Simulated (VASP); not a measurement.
Level of theory: PBE GGA with D4 dispersion, VASP's PBE PAW potentials (set 64) (plane waves; VASP).

VASP ran on this input.

**INCAR**
```
SYSTEM = SnO2
PREC = Accurate
ENCUT = 520
EDIFF = 1E-7
NELM = 100
ALGO = Normal
LREAL = .FALSE.
LASPH = .TRUE.
ISMEAR = 0
SIGMA = 0.05
GGA = PE
IVDW = 13
LMAXMIX = 4
LWAVE = .FALSE.
LCHARG = .FALSE.
LORBIT = 11
ICHARG = 11
```

File POSCAR:
```
SnO2
9.5817430
  0.5000000208   0.0000000000   0.0000000000
  0.0000000000   0.5000000208   0.0000000000
  0.0000000000   0.0000000000   0.3374721003
Sn O
2 4
Direct
  0.0000000000   0.0000000000   1.0000000000
  0.5000000000   0.5000000000   0.5000000000
  0.3061872371   0.3061872371   0.0000000000
  0.8061872371   0.1938127629   0.5000000000
  0.1938127629   0.8061872371   0.5000000000
  0.6938127629   0.6938127629   1.0000000000
```

File KPOINTS:
```
k-points along high-symmetry lines
10
Line-mode
Reciprocal
  0.000000   0.000000   0.000000 ! GAMMA
  0.000000   0.500000   0.000000 ! X

  0.000000   0.500000   0.000000 ! X
  0.500000   0.500000   0.000000 ! M

  0.500000   0.500000   0.000000 ! M
  0.000000   0.000000   0.000000 ! GAMMA

  0.000000   0.000000   0.000000 ! GAMMA
  0.000000   0.000000   0.500000 ! Z

  0.000000   0.000000   0.500000 ! Z
  0.000000   0.500000   0.500000 ! R

  0.000000   0.500000   0.500000 ! R
  0.500000   0.500000   0.500000 ! A

  0.500000   0.500000   0.500000 ! A
  0.000000   0.000000   0.500000 ! Z

  0.000000   0.500000   0.000000 ! X
  0.000000   0.500000   0.500000 ! R

  0.500000   0.500000   0.000000 ! M
  0.500000   0.500000   0.500000 ! A
```

POTCAR, in this order: Sn_d O (PBE.64 set). Program: vasp_std. Read from the step before: CHGCAR.

### Question
What will the output report for the number of irreducible k-points (NKPTS), largest plane-wave count, number of space-group operations, FFT grid (NGX, NGY, NGZ)?

### Answer

```
Property                                       Value
--------------------------------------  ------------
number of irreducible k-points (NKPTS)            90
largest plane-wave count                        2044
number of space-group operations                  16
FFT grid (NGX, NGY, NGZ)                36 × 36 × 24
```

The compound is SnO2 in the rutile structure. It was relaxed first.
